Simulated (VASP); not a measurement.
Given:

```yaml
crystal:
  lattice:
    - [3.80770, 0.00000, 0.00000]
    - [0.00000, 3.80770, 0.00000]
    - [0.00000, 0.00000, 3.80770]
  atoms:
    - { symbol: Cs, position: [0.00000, 0.00000, 0.00000] }
    - { symbol: H, position: [0.50000, 0.50000, 0.50000] }
```

Level of theory: r2SCAN meta-GGA, VASP's PBE PAW potentials (set 64) (plane waves; VASP 6.6.1). Settings: 400 eV cut-off, 8×8×8 Γ-centred mesh, tetrahedra with Blöchl corrections, potentials Cs_sv H.

Unless said otherwise, spin-orbit coupling is left out, though it shifts the bands of the heavy elements here.

### Question
Predict the energy per atom (σ→0), band gap (over mesh and band path) with the smallest direct gap where there is one.

### Answer

```
Property                                                 Value
---------------------------------------------  ---------------
band gap (over mesh and band path)                     3.15 eV
smallest direct gap (over mesh and band path)          3.15 eV
energy per atom (σ→0)                          -14.476 eV/atom
```

Only differences to runs with the same potentials and settings are physical.

The structure comes from a computed database's CsH entry (Pm-3m); how it stands against other phases isn't given here. It was relaxed first.
